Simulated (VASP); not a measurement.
# InH₂BrO, excitations by TDDFT: which settings are enough?

InH₂BrO, molecule in box, 5 atoms in the cell. PBE, TDDFT by the Casida equation; PAW potentials O, In_d, Br, H (PBE set). VASP 6.6.1.

Wanted: first excitation within 0.05 eV.

Kernel: local xc kernel.

POSCAR:
```
InH2BrO
1.0
   12.6000000000      0.0000000000      0.0000000000
    0.0000000000     12.6000000000      0.0000000000
    0.0000000000      0.0000000000     12.6000000000
O In Br H
1 1 1 2
Direct
    0.3953206365      0.4591698394      0.4667142863
    0.5347888873      0.5151857148      0.5106190490
    0.6389396873      0.3725111068      0.5926349181
    0.3508047571      0.5116698441      0.4339603197
    0.5801460317      0.6414634949      0.4960714268
```

The series start from Conduction bands in the pairs: 36; Valence bands in the pairs: 12; Vacuum around the molecule (Å): 9; Plane-wave cutoff (eV): 400. Each series keeps the choices made before it, and each single choice may use up half of a tolerance. Times cover all steps of a run.

## Conduction bands in the pairs

| Conduction bands in the pairs | First excitation (eV) | Time (s) |
|---|---|---|
| 4 | 4.675 | 27 |
| 12 | 4.674 | 27 |
| 24 | 4.674 | 27 |
| 36 | 4.674 | 27 |
| 60 | 4.673 | 34 |
| 100 (reference) | 4.673 | 48 |

Chosen: 4, the loosest value from which every tighter one stays within half of the tolerance.

## Valence bands in the pairs

| Valence bands in the pairs | First excitation (eV) | Time (s) |
|---|---|---|
| 1 | 4.680 | 27 |
| 3 | 4.678 | 27 |
| 6 | 4.675 | 27 |
| 12 (reference) | 4.675 | 27 |

Chosen: 1.

## Vacuum around the molecule (Å)

| Vacuum around the molecule (Å) | First excitation (eV) | Time (s) |
|---|---|---|
| 6 | 4.706 | 9.9 |
| 9 | 4.680 | 27 |
| 12 (reference) | 4.671 | 66 |

Chosen: 9.

## Plane-wave cutoff (eV)

| Plane-wave cutoff (eV) | First excitation (eV) | Time (s) |
|---|---|---|
| 280 | 4.682 | 14 |
| 340 | 4.680 | 20 |
| 400 | 4.680 | 27 |
| 480 (reference) | 4.680 | 33 |

Chosen: 280.

## All choices together

| Input | First excitation (eV) | Time (s) |
|---|---|---|
| one pair of orbitals (naive) | 5.001 | 27 |
| chosen settings | 4.682 | 14 |
| reference settings throughout | 4.664 | 123 |

The tolerance is met.

## The input

INCAR.step1:
```
SYSTEM = InH2BrO
PREC = Accurate
ENCUT = 280
ISMEAR = 0
SIGMA = 0.02
EDIFF = 1E-7
LASPH = .TRUE.
LWAVE = .TRUE.
LCHARG = .FALSE.
LOPTICS = .TRUE.
ALGO = Normal
NBANDS = 54
NEDOS = 2000
CSHIFT = 0.1
GGA = PE
```

INCAR.step2:
```
SYSTEM = InH2BrO
PREC = Accurate
ENCUT = 280
ISMEAR = 0
SIGMA = 0.02
EDIFF = 1E-7
LASPH = .TRUE.
LWAVE = .FALSE.
LCHARG = .FALSE.
ALGO = TDHF
NBANDS = 56
NBANDSO = 1
NBANDSV = 4
IBSE = 2
NBSEEIG = 6
LHARTREE = .TRUE.
LADDER = .FALSE.
LFXC = .TRUE.
ENCUTGW = 150
GGA = PE
PRECFOCK = Fast
ANTIRES = 0
OMEGAMAX = 25
CSHIFT = 0.15
NOMEGA = 1000
ISTART = 1
```

KPOINTS:
```
k-points
0
Gamma
  1 1 1
```

Commands (each step's output is kept before the next begins):
```
cat potpaw_PBE.64/O/POTCAR potpaw_PBE.64/In_d/POTCAR potpaw_PBE.64/Br/POTCAR potpaw_PBE.64/H/POTCAR > POTCAR
cp INCAR.step1 INCAR
mpirun -np 4 vasp_gam > vasp.out
cp INCAR.step2 INCAR
mpirun -np 4 vasp_gam > vasp.out
```

Limits: Spin-orbit coupling is left out, which can matter with atoms this heavy.

The chosen input took VASP 6.6.1 14 s on 4 cores (AMD EPYC 9R45 (Zen 5)), a shared host.
